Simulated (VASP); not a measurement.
# Pm3Cu (I4/mmm) in VASP: further runs

One crystal, Pm3Cu, is run at these levels: PBEsol; tasks: single point.

Everything below comes from runs of VASP 6.6.1. Logs are shortened: lines on timing, memory, paths and dates and some standing lists are left out, and cuts for length are marked.

### 1 The structure

Symmetry: I4/mmm, No. 139, tetragonal system. Conventional cell: a = 4.678 Å, b = 4.678 Å, c = 10.108 Å, α = 90.00°, β = 90.00°, γ = 90.00°. Pm (site symmetry 4/mmm) has 4 Cu at 3.31 Å and 8 Pm at 3.44 Å as nearest neighbours. Pm (site symmetry -4m2) has 8 Pm at 3.31 to 3.44 Å and 4 Cu at 3.44 Å as nearest neighbours. Cu (site symmetry 4/mmm) has 12 Pm at 3.31 to 3.44 Å as nearest neighbours.

The cell comes from a database or a generator and needn't be the stable form of this composition.

### 2 Single point, PBEsol, collinear spin, ferromagnetic start

INCAR reads:

```
PREC = Accurate
ENCUT = 520
EDIFF = 1E-6
ISMEAR = 0
SIGMA = 0.1
LREAL = F
LASPH = T
NELM = 120
ALGO = Normal
ISIF = 2
LWAVE = F
LCHARG = T
ISPIN = 2
MAGMOM = 4 4 4 0.6
LORBIT = 11
LMAXMIX = 6
GGA = PS
LELF = T
LVHAR = T
```

KPOINTS reads:

```
Automatic mesh
0
Gamma
  8 8 8
```

POSCAR reads:

```
Pm3Cu
6.0402
   -0.387203072746      0.387203072746      0.836754908778
    0.387203072746     -0.387203072746      0.836754908778
    0.387203072746      0.387203072746     -0.836754908778
Pm Cu
3 1
Direct
    0.5000000000      0.5000000000      0.0000000000
    0.2500000000      0.7500000000      0.5000000000
    0.7500000000      0.2500000000      0.5000000000
    0.0000000000      0.0000000000      0.0000000000
```

Potentials or basis: VASP PAW PBE potentials, release 64 (Pm_3, Cu_pv), 4f in core.

Command:

```sh
$ cat potpaw_PBE.64/Pm_3/POTCAR potpaw_PBE.64/Cu_pv/POTCAR > POTCAR
$ mpirun -np 1 vasp_std > vasp.out
```

OUTCAR:

```text
PREC = Accurate
   ENCUT = 520
   EDIFF = 1E-6
   ISMEAR = 0
   LREAL = F
   LASPH = T
   NELM = 120
   ISIF = 2
   ISPIN = 2
   LORBIT = 11
   GGA = PS

 ion  position               nearest neighbor table
   1  0.500  0.500  0.000-   2 3.44   3 3.44   2 3.44   3 3.44   2 3.44   3 3.44   2 3.44   3 3.44

   2  0.250  0.750  0.500-   3 3.31   3 3.31   3 3.31   3 3.31   1 3.44   1 3.44   1 3.44   1 3.44

   3  0.750  0.250  0.500-   2 3.31   2 3.31   2 3.31   2 3.31   1 3.44   1 3.44   1 3.44   1 3.44

   4  0.000  0.000  0.000-

  LATTYP: Found a body centered tetragonal cell.
 ALAT       =     4.6775680000
 C/A-ratio  =     2.1610234207

  Lattice vectors:

 A1 = (  -2.3387840000,   2.3387840000,   5.0541670000)
 A2 = (   2.3387840000,  -2.3387840000,   5.0541670000)
 A3 = (   2.3387840000,   2.3387840000,  -5.0541670000)

Analysis of symmetry for initial positions (statically):
=====================================================================
 Subroutine PRICEL returns:
 Original cell was already a primitive cell.

 Routine SETGRP: Setting up the symmetry group for a
 body centered tetragonal supercell.

 Subroutine GETGRP returns: Found 16 space group operations
 (whereof 16 operations were pure point group operations)
 out of a pool of 16 trial point group operations.

The static configuration has the point symmetry D_4h.

Analysis of symmetry for dynamics (positions and initial velocities):
=====================================================================
 Subroutine PRICEL returns:
 Original cell was already a primitive cell.

 Routine SETGRP: Setting up the symmetry group for a
 body centered tetragonal supercell.

 Subroutine GETGRP returns: Found 16 space group operations
 (whereof 16 operations were pure point group operations)
 out of a pool of 16 trial point group operations.

The dynamic configuration has the point symmetry D_4h.

Analysis of structural, dynamic, and magnetic symmetry:
=====================================================================
 Subroutine PRICEL returns:
 Original cell was already a primitive cell.

 Routine SETGRP: Setting up the symmetry group for a
 body centered tetragonal supercell.

 Subroutine GETGRP returns: Found 16 space group operations
 (whereof 16 operations were pure point group operations)
 out of a pool of 16 trial point group operations.

The overall configuration has the point symmetry D_4h.

 Subroutine INISYM returns: Found 16 space group operations
 (whereof 16 operations are pure point group operations),
 and found     1 'primitive' translations

----------------------------------------------------------------------------------------

                                     Primitive cell

  volume of cell :     110.5834

  direct lattice vectors                    reciprocal lattice vectors
    -2.338784000  2.338784000  5.054167000     0.000000000  0.213786309  0.098928270
     2.338784000 -2.338784000  5.054167000     0.213786309  0.000000000  0.098928270
     2.338784000  2.338784000 -5.054167000     0.213786309  0.213786309  0.000000000

  length of vectors
     6.040233875  6.040233875  6.040233875     0.235566103  0.235566103  0.302339498

  position of ions in fractional coordinates (direct lattice)
     0.500000000  0.500000000  0.000000000
     0.250000000  0.750000000  0.500000000
     0.750000000  0.250000000  0.500000000
     0.000000000  0.000000000  0.000000000

  ion indices of the primitive-cell ions
   primitive index   ion index
                 1           1
                 2           2
                 3           3
                 4           4

----------------------------------------------------------------------------------------

 KPOINTS: Automatic mesh

Automatic generation of k-mesh.
 Grid dimensions read from file:
 generate k-points for:    8    8    8

 Generating k-lattice:

  Cartesian coordinates                     Fractional coordinates (reciprocal lattice)
     0.000000000  0.026723289  0.012366034     0.125000000  0.000000000  0.000000000
     0.026723289  0.000000000  0.012366034     0.000000000  0.125000000  0.000000000
     0.026723289  0.026723289  0.000000000     0.000000000  0.000000000  0.125000000

  Length of vectors
     0.029445763  0.029445763  0.037792437

  Shift w.r.t. Gamma in fractional coordinates (k-lattice)
     0.000000000  0.000000000  0.000000000

 Subroutine IBZKPT returns following result:
 ===========================================

 Found     59 irreducible k-points:

 Following reciprocal coordinates:
            Coordinates               Weight
  0.000000  0.000000  0.000000      1.000000
  0.125000  0.000000  0.000000      8.000000
  0.250000  0.000000  0.000000      8.000000
  0.375000  0.000000  0.000000      8.000000
  0.500000  0.000000  0.000000      4.000000
  0.125000  0.125000  0.000000      8.000000
[... 16 lines left out ...]
  0.250000  0.125000  0.125000     16.000000
  0.375000  0.125000  0.125000      8.000000
 [... further k-points ...]
   k-points           NKPTS =     59   k-points in BZ     NKDIM =     59   number of bands    NBANDS=     36
   number of dos      NEDOS =    301   number of ions     NIONS =      4
   total plane-waves  NPLWV = 110592
   dimension x,y,z NGX =    48 NGY =   48 NGZ =   48
   dimension x,y,z NGXF=    96 NGYF=   96 NGZF=   96
   ions per type =               3   1
   NGX,Y,Z   is equivalent  to a cutoff of  13.21, 13.21, 13.21 a.u.
   NGXF,Y,Z  is equivalent  to a cutoff of  26.42, 26.42, 26.42 a.u.
 SYSTEM =  unknown system
   PREC   = accura    normal or accurate (medium, high low for compatibility)
   ISTART =      0    job   : 0-new  1-cont  2-samecut
   ICHARG =      2    charge: 1-file 2-atom 10-const
   ISPIN  =      2    spin polarized calculation?
   LNONCOLLINEAR =      F non collinear calculations
   LSORBIT =      F    spin-orbit coupling
   LASPH  =      T    aspherical Exc in radial PAW
   ENCUT  =  520.0 eV  38.22 Ry    6.18 a.u.  11.23 11.23 11.23*2*pi/ulx,y,z
   NELM   =    120;   NELMIN=  2; NELMDL= -5     # of ELM steps
   EDIFF  = 0.1E-05   stopping-criterion for ELM
   LREAL  =      F    real-space projection
   EDIFFG = 0.1E-04   stopping-criterion for IOM
   NSW    =      0    number of steps for IOM
   IBRION =     -1    ionic relax: 0-MD 1-quasi-New 2-CG
   NFREE  =      0    steps in history (QN), initial steepest desc. (CG)
   ISIF   =      2    stress and relaxation
   ISYM   =      2    0-nonsym 1-usesym 2-fastsym
   POTIM  = 0.5000    time-step for ionic-motion
   TEBEG  =    0.0;   TEEND  =   0.0 temperature during run
   PSTRESS=    0.0 pullay stress
   NELECT =      50.0000    total number of electrons
   NUPDOWN=      -1.0000    fix difference up-down
   EMIN   =  10.00;   EMAX   =-10.00  energy-range for DOS
   EFERMI =   0.00;   METHOD = LEGACY
   ISMEAR =     0;   SIGMA  =   0.10  broadening in eV -4-tet -1-fermi 0-gaus
   EFERMI_NEDOS =   21; number of points for ismear=-14 and -15
   IALGO  =     38    algorithm
   IMIX   =      4    mixing-type and parameters
     AMIX     =   0.40;   BMIX     =  1.00
     AMIX_MAG =   1.60;   BMIX_MAG =  1.00
  volume/ion in A,a.u.               =      27.65       186.56
  Fermi-wavevector in a.u.,A,eV,Ry     =   1.256517  2.374472 21.481340  1.578834
  Thomas-Fermi vector in A             =   2.390221
   LORBIT       =     11    0 simple, 1 ext, 2 COOP (PROOUT), +10 PAW based schemes
   GGA     = PS    functional components
   LHFCALC =     F    Hartree Fock is set to
   AEXX    =    0.0000 exact exchange contribution
   IVDW    =     0    specifies the selected vdW correction
   LEPSILON=     F    determine dielectric tensor
   LRPA    =     F    only Hartree local field effects (RPA)
 spin polarized calculation
 Gauss-broadening in eV      SIGMA  =   0.10
  energy-cutoff  :      520.00
  volume of cell :      110.58
 maximum number of plane-waves:      3011
 NGX is ok and might be reduce to    48
   NGX = 23   NGY = 23   NGZ = 23

 number of electron      49.9999977 magnetization      -0.0000412

 number of electron      49.9999977 magnetization       0.0003151

 Free energy of the ion-electron system (eV)
  ---------------------------------------------------
  ext. energy  EPLUGINS =         0.00000000
  ---------------------------------------------------
  free energy    TOTEN  =       -19.08501988 eV

  energy without entropy =      -19.06317788  energy(sigma->0) =      -19.07409888

 E-fermi :   3.4273     XC(G=0): -10.3928

 val. band max:        3.4232299953   @ k =  -0.3750  -0.3750   0.3750
 cond. band min:       3.4390140909   @ k =  -0.2500  -0.3750   0.1250
 fundamental gap:      0.0157840956
 Fermi energy:         3.4272699139

 spin component 1

 k-point     1 :       0.0000    0.0000    0.0000
  band No.  band energies     occupation
      1     -65.8931      1.00000
      2     -65.8931      1.00000
      3     -65.8548      1.00000
      4     -35.9546      1.00000
      5     -35.7517      1.00000
      6     -35.6457      1.00000
[... 28 lines left out ...]
     35       8.4042      0.00000
     36       9.5742      0.00000

 k-point     2 :       0.1250    0.0000    0.0000
  band No.  band energies     occupation
      1     -65.8929      1.00000
      2     -65.8929      1.00000
      3     -65.8547      1.00000
      4     -35.9442      1.00000
      5     -35.7536      1.00000
      6     -35.6542      1.00000
[... 28 lines left out ...]
     35       8.5194      0.00000
     36       8.9387      0.00000
[... 817 lines left out ...]
     35       8.1190      0.00000
     36       8.7744      0.00000

 k-point    24 :       0.3750    0.1250    0.1250
  band No.  band energies     occupation
      1     -65.8928      1.00000
      2     -65.8928      1.00000
      3     -65.8547      1.00000
      4     -35.8504      1.00000
      5     -35.7568      1.00000
      6     -35.7429      1.00000
[... 28 lines left out ...]
     35       8.0864      0.00000
     36       8.4659      0.00000

 [... further k-points ...]

 spin component 2

 k-point     1 :       0.0000    0.0000    0.0000
  band No.  band energies     occupation
      1     -65.8930      1.00000
      2     -65.8930      1.00000
      3     -65.8548      1.00000
      4     -35.9545      1.00000
      5     -35.7517      1.00000
      6     -35.6456      1.00000
[... 28 lines left out ...]
     35       8.4043      0.00000
     36       9.5701      0.00000

 k-point     2 :       0.1250    0.0000    0.0000
  band No.  band energies     occupation
      1     -65.8929      1.00000
      2     -65.8928      1.00000
      3     -65.8547      1.00000
      4     -35.9442      1.00000
      5     -35.7535      1.00000
      6     -35.6542      1.00000
[... 28 lines left out ...]
     35       8.5195      0.00000
     36       8.9388      0.00000
[... 817 lines left out ...]
     35       8.1191      0.00000
     36       8.7744      0.00000

 k-point    24 :       0.3750    0.1250    0.1250
  band No.  band energies     occupation
      1     -65.8928      1.00000
      2     -65.8928      1.00000
      3     -65.8547      1.00000
      4     -35.8504      1.00000
      5     -35.7568      1.00000
      6     -35.7428      1.00000
[... 28 lines left out ...]
     35       8.0864      0.00000
     36       8.4659      0.00000

 [... further k-points ...]

------------------------ aborting loop because EDIFF is reached ----------------------------------------

  FORCE on cell =-STRESS in cart. coord.  units (eV):
  Direction    XX          YY          ZZ          XY          YZ          ZX
  --------------------------------------------------------------------------------------
  -------------------------------------------------------------------------------------
  Total       -2.3962236     -2.3962236     -2.3715062      0.0000000      0.0000000      0.0000000
  in kB      -34.7174739    -34.7174739    -34.3593579      0.0000000      0.0000000      0.0000000
  external PRESSURE =     -34.5981019 kB  Pullay stress =       0.0000000 kB

 VOLUME and BASIS-vectors are now :
 -----------------------------------------------------------------------------
  energy-cutoff  :      520.00
  volume of cell :      110.58
      direct lattice vectors                 reciprocal lattice vectors
    -2.338784000  2.338784000  5.054167000     0.000000000  0.213786309  0.098928270
     2.338784000 -2.338784000  5.054167000     0.213786309  0.000000000  0.098928270
     2.338784000  2.338784000 -5.054167000     0.213786309  0.213786309  0.000000000

 POSITION                                       TOTAL-FORCE (eV/Angst)
 -----------------------------------------------------------------------------------
      0.00000      0.00000      5.05417         0.000000     -0.000000     -0.000000
      2.33878      0.00000      2.52708         0.000000      0.000000      0.000000
      0.00000      2.33878      2.52708        -0.000000     -0.000000     -0.000000
      0.00000      0.00000      0.00000         0.000000     -0.000000     -0.000000
 -----------------------------------------------------------------------------------
    total drift:                                0.000000     -0.000000      0.000000

  FREE ENERGIE OF THE ION-ELECTRON SYSTEM (eV)
  ---------------------------------------------------
  free  energy   TOTEN  =       -19.0850198848 eV

  energy  without entropy=      -19.0631778789  energy(sigma->0) =      -19.07409888

 total charge

# of ion       s       p       d       tot
------------------------------------------
    1        2.265   6.078   1.180   9.523
    2        2.267   6.067   1.258   9.592
    3        2.267   6.067   1.258   9.592
    4        0.308   6.106   8.856  15.269
--------------------------------------------------
tot          7.106  24.318  12.552  43.976

 magnetization (x)

# of ion       s       p       d       tot
------------------------------------------
    1       -0.000   0.000  -0.000  -0.000
    2        0.000   0.000   0.000   0.000
    3        0.000   0.000   0.000   0.000
    4        0.000   0.000  -0.000  -0.000
--------------------------------------------------
tot          0.000   0.000   0.000   0.000
```

It took 7.5 min on 1 thread of Intel Xeon 6975P-C (Granite Rapids), shared host; peak memory 0.64 GiB.

Results:

* Free energy: -19.0850 eV
* Pressure: -3.5 GPa
* Band gap on the k mesh: none (metal or under the smearing width)
* Net moment: 0.00 μB per cell
* Valence electrons inside the program's atomic spheres: Pm 9.52, 9.59; Cu 15.27

Caveat: the magnetic or orbital state may not be the lowest; the PAW data sets were made with another functional, which shifts forces and pressure a little; spin-orbit coupling is left out, which moves the levels of the heavy elements; the 4f electrons are frozen in the core as for a trivalent ion, so they carry no moment and show no levels.

### 3 Single point, PBEsol, collinear spin, ferromagnetic start

run.py reads:

```python
from ase.calculators.vasp import Vasp
from ase.dft.bandgap import bandgap
from ase.spacegroup import crystal

atoms = crystal(
    ['Pm', 'Pm', 'Cu'],
    basis=[[0.5, 0.5, 0.0], [0.5, 0.0, 0.25], [0.0, 0.0, 0.0]],
    spacegroup=139,
    setting=1,
    cellpar=[4.677568, 4.677568, 10.108334, 90.0, 90.0, 90.0],
    primitive_cell=True,
)
atoms.set_initial_magnetic_moments([4.0, 4.0, 4.0, 0.6])
calc = Vasp(
    directory='calc',
    xc='pbesol',
    pp='PBE',
    setups='materialsproject',
    prec='Accurate',
    encut=520,
    ediff=1e-06,
    ismear=0,
    sigma=0.1,
    lreal=False,
    lasph=True,
    nelm=120,
    algo='Normal',
    isif=2,
    lwave=False,
    lcharg=False,
    ispin=2,
    lorbit=11,
    lmaxmix=6,
    kpts=[8, 8, 8],
    gamma=True,
    nbands=37,
)
atoms.calc = calc

print('energy (eV):', atoms.get_potential_energy())
print('free energy (eV):', atoms.get_potential_energy(force_consistent=True))
print('forces (eV/A):')
print(atoms.get_forces())
print('stress (eV/A^3, Voigt):', atoms.get_stress())
print('Fermi level (eV):', calc.get_fermi_level())
print('moment (muB):', atoms.get_magnetic_moment())
print('site moments (muB):', atoms.get_magnetic_moments())
gap, top, bottom = bandgap(calc)
print('band gap (eV):', gap, 'from (spin, k, band)', top, 'to', bottom)
```

Potentials or basis: VASP PAW PBE potentials, release 64 (Pm_3, Cu_pv), 4f in core.

Command:

```sh
$ python run.py
```

Output:

```text
energy (eV): -19.07409912
free energy (eV): -19.08501974
forces (eV/A):
[[ 0. -0. -0.]
 [-0.  0.  0.]
 [ 0. -0.  0.]
 [ 0. -0. -0.]]
stress (eV/A^3, Voigt): [ 0.0215468   0.0215468   0.02132439 -0.         -0.         -0.        ]
Fermi level (eV): 3.42725095
moment (muB): 0.0002178
site moments (muB): [-0.  0.  0. -0.]
band gap (eV): 0.0 from (spin, k, band) (None, None, None) to (None, None, None)
```

OUTCAR:

```text
ENCUT = 520.000000
   EDIFF = 1.00e-06
   GGA = PS
   PREC = Accurate
   ISIF = 2
   ISMEAR = 0
   ISPIN = 2
[... 2193 lines left out ...]
    1        2.265   6.078   1.180   9.523
    2        2.267   6.067   1.258   9.592
    3        2.267   6.067   1.258   9.592
    4        0.308   6.106   8.856  15.269
--------------------------------------------------
tot          7.106  24.318  12.552  43.976

 magnetization (x)

# of ion       s       p       d       tot
------------------------------------------
    1       -0.000   0.000  -0.000  -0.000
    2       -0.000   0.000   0.000   0.000
    3       -0.000   0.000   0.000   0.000
    4        0.000   0.000  -0.000  -0.000
--------------------------------------------------
tot          0.000   0.000  -0.000   0.000
```

INCAR:

```text
ENCUT = 520.000000
SIGMA = 0.100000
EDIFF = 1.00e-06
ALGO = Normal
GGA = PS
PREC = Accurate
ISIF = 2
ISMEAR = 0
ISPIN = 2
LMAXMIX = 6
LORBIT = 11
NBANDS = 37
NELM = 120
LASPH = .TRUE.
LCHARG = .FALSE.
LWAVE = .FALSE.
LREAL = .FALSE.
MAGMOM = 3*4.0000 1*0.6000
```

Run time: 8.7 min. Hardware: 1 thread of Intel Xeon 6975P-C (Granite Rapids), shared host; peak memory 0.64 GiB.

What came out:

```
Free energy                                           : -19.0850 eV
Pressure                                              : -3.4 GPa
Band gap on the k mesh                                : none (metal or under the smearing width)
Net moment                                            : 0.00 μB per cell
Valence electrons inside the program's atomic spheres : Pm 9.52, 9.59; Cu 15.27
```

Caveat: the magnetic or orbital state may not be the lowest; the PAW data sets were made with another functional, which shifts forces and pressure a little; spin-orbit coupling is left out, which moves the levels of the heavy elements; the 4f electrons are frozen in the core as for a trivalent ion, so they carry no moment and show no levels. The state reached can hang on the start; a lower one may exist.
